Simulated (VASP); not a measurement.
Computed with SCAN meta-GGA, VASP's PBE PAW potentials (set 64) (plane waves; VASP).

VASP input:

### KPOINTS
```
Automatic mesh
0
Gamma
10 10 10
0 0 0
```

File POSCAR:
```
ZnS
1
    0.0000000000     2.6865420410     2.6865420410
    2.6865420410     0.0000000000     2.6865420410
    2.6865420410     2.6865420410     0.0000000000
Zn S
1 1
Direct
  0.0000000000   0.0000000000   0.0000000000
  0.2500000000   0.2500000000   0.2500000000
```

### INCAR
```
SYSTEM = ZnS
PREC = Accurate
ENCUT = 520
EDIFF = 1E-7
NELM = 100
ALGO = Normal
LREAL = .FALSE.
LASPH = .TRUE.
ISMEAR = -5
METAGGA = SCAN
LMIXTAU = .TRUE.
LMAXMIX = 4
LWAVE = .FALSE.
LCHARG = .FALSE.
LORBIT = 11
NEDOS = 601
ISIF = 2
```

KPOINTS_OPT:
```
k-points along high-symmetry lines
10
Line-mode
Reciprocal
  0.000000   0.000000   0.000000 ! GAMMA
 -0.500000  -0.500000   0.000000 ! X

 -0.500000  -0.500000   0.000000 ! X
 -0.375000  -0.375000   0.250000 ! U

 -0.375000   0.000000   0.375000 ! K
  0.000000   0.000000   0.000000 ! GAMMA

  0.000000   0.000000   0.000000 ! GAMMA
  0.000000   0.000000   0.500000 ! L

  0.000000   0.000000   0.500000 ! L
 -0.500000  -0.250000   0.250000 ! W

 -0.500000  -0.250000   0.250000 ! W
 -0.500000  -0.500000   0.000000 ! X
```

POTCAR, in this order: Zn S (PBE.64 set). Program: vasp_std.

Problem. Predict the energy per atom (σ→0), band gap (over mesh and band path).

Solution. 
```json
{
 "energy per atom (σ→0)": "-12500 meV/atom",
 "band gap (over mesh and band path)": "2.70 eV"
}
```

**OSZICAR**
```
...
DAV:  13    -0.249994655730E+02   -0.87648E-04   -0.26532E-04  1262   0.268E-01    0.296E-02
DAV:  14    -0.249994899481E+02   -0.24375E-04   -0.63652E-06  1457   0.294E-02    0.192E-02
DAV:  15    -0.249995077568E+02   -0.17809E-04   -0.50853E-06  1242   0.431E-02    0.104E-02
DAV:  16    -0.249995189059E+02   -0.11149E-04   -0.52304E-06  1242   0.314E-02    0.400E-03
DAV:  17    -0.249995189968E+02   -0.90914E-07   -0.58861E-08  1121   0.267E-03
   1 F= -.24999519E+02 E0= -.24999519E+02  d E =0.000000E+00
       N       E                     dE             ncg
       N       E                     dE             ncg
```

The compound is ZnS in the zinc blende structure. It was relaxed first.
